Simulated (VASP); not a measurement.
Output of a VASP run:

**OSZICAR**
```
       N       E                     dE             d eps       ncg     rms          rms(c)
DAV:   1    -0.189061568641E+01   -0.18906E+01   -0.44913E+03   776   0.884E+02
DAV:   2    -0.236208448486E+02   -0.21730E+02   -0.20208E+02  1128   0.114E+02
DAV:   3    -0.239346810761E+02   -0.31384E+00   -0.31384E+00   872   0.169E+01
DAV:   4    -0.239355255257E+02   -0.84445E-03   -0.84445E-03  1200   0.949E-01
DAV:   5    -0.239355256721E+02   -0.14641E-06   -0.14641E-06   856   0.124E-02    0.101E+01
DAV:   6    -0.202816093760E+02    0.36539E+01   -0.71733E+00  1056   0.173E+01    0.534E+00
DAV:   7    -0.205730544046E+02   -0.29145E+00   -0.47007E-01   816   0.797E+00    0.214E+00
DAV:   8    -0.201491250701E+02    0.42393E+00   -0.52552E-01  1024   0.788E+00    0.123E+00
DAV:   9    -0.205810006589E+02   -0.43188E+00   -0.26690E-01   800   0.668E+00    0.182E-01
DAV:  10    -0.206333329209E+02   -0.52332E-01   -0.94161E-02   752   0.410E+00    0.233E-01
DAV:  11    -0.206322512276E+02    0.10817E-02   -0.85901E-04  1016   0.367E-01    0.225E-01
DAV:  12    -0.206306619687E+02    0.15893E-02   -0.14998E-02   784   0.139E+00    0.208E-01
DAV:  13    -0.206339203380E+02   -0.32584E-02   -0.45118E-03   760   0.811E-01    0.114E-01
DAV:  14    -0.206337698076E+02    0.15053E-03   -0.29821E-04   952   0.228E-01    0.809E-02
DAV:  15    -0.206338883586E+02   -0.11855E-03   -0.20590E-04   760   0.154E-01    0.427E-02
DAV:  16    -0.206338584845E+02    0.29874E-04   -0.12073E-04  1088   0.952E-02    0.830E-03
DAV:  17    -0.206338393841E+02    0.19100E-04   -0.19989E-05   752   0.524E-02    0.582E-03
DAV:  18    -0.206338447620E+02   -0.53779E-05   -0.27078E-06   768   0.207E-02    0.686E-03
DAV:  19    -0.206338391886E+02    0.55734E-05   -0.14514E-06   768   0.137E-02    0.203E-03
DAV:  20    -0.206338353843E+02    0.38042E-05   -0.32663E-07   768   0.805E-03    0.754E-04
DAV:  21    -0.206338350151E+02    0.36921E-06   -0.38103E-08   520   0.308E-03    0.174E-04
DAV:  22    -0.206338355419E+02   -0.52674E-06   -0.52732E-09   400   0.118E-03    0.169E-04
DAV:  23    -0.206338352261E+02    0.31575E-06   -0.15035E-09   384   0.623E-04    0.151E-04
DAV:  24    -0.206338351812E+02    0.44957E-07   -0.20674E-10   400   0.226E-04
   1 F= -.20633835E+02 E0= -.20633835E+02  d E =-.143390E-19
```

**OUTCAR**
```
------------------------ aborting loop because EDIFF is reached ----------------------------------------
  FORCE on cell =-STRESS in cart. coord.  units (eV):
  Direction    XX          YY          ZZ          XY          YZ          ZX
  --------------------------------------------------------------------------------------
  Total        1.9181421      1.9181421      1.9181421     -0.0000000      0.0000000     -0.0000000
  in kB      158.6824459    158.6824459    158.6824459     -0.0000000      0.0000000     -0.0000000
  external PRESSURE =     158.6824459 kB  Pullay stress =       0.0000000 kB
  volume of cell :       19.37
      direct lattice vectors                 reciprocal lattice vectors
     0.000000000  2.131461497  2.131461497    -0.234580827  0.234580827  0.234580827
     2.131461497  0.000000000  2.131461497     0.234580827 -0.234580827  0.234580827
     2.131461497  2.131461497  0.000000000     0.234580827  0.234580827 -0.234580827
  FREE ENERGIE OF THE ION-ELECTRON SYSTEM (eV)
  ---------------------------------------------------
  free  energy   TOTEN  =       -20.6338351812 eV

  energy  without entropy=      -20.6338351812  energy(sigma->0) =      -20.63383518
```
(Selected blocks of OUTCAR.)

### POSCAR
```
SiC
1
    0.0000000000     2.1314614968     2.1314614968
    2.1314614968     0.0000000000     2.1314614968
    2.1314614968     2.1314614968     0.0000000000
Si C
1 1
Direct
  0.0000000000   0.0000000000   0.0000000000
  0.2500000000   0.2500000000   0.2500000000
```

**Question.** Reconstruct the remaining input files.

**Answer.** This is not unique; one that fits is the input of the run itself, SCAN meta-GGA, plane waves, VASP's PBE PAW potentials (set 64).

**KPOINTS**
```
Automatic mesh
0
Gamma
10 10 10
0 0 0
```

INCAR:
```
! general
SYSTEM   =  SiC
PREC     =  Accurate
ENCUT    =  520   ! plane-wave cut-off (eV)
LREAL    =  F   ! projection in real space or not
LASPH    =  T   ! aspherical one-centre terms

! electronic loop
EDIFF    =  1E-7   ! SCF stop (eV)
NELM     =  100
ALGO     =  Normal   ! blocked Davidson
LMIXTAU  =  T

! smearing
ISMEAR   =  0
SIGMA    =  0.05

! functional
METAGGA  =  SCAN

! ions
ISIF     =  2

! output
LWAVE    =  F
LCHARG   =  F
```

POTCAR, in this order: Si C (PBE.64 set). Program: vasp_std.

The compound is SiC in the zinc blende structure. This cell is one point of a volume scan, at 0.94 of the reference volume.
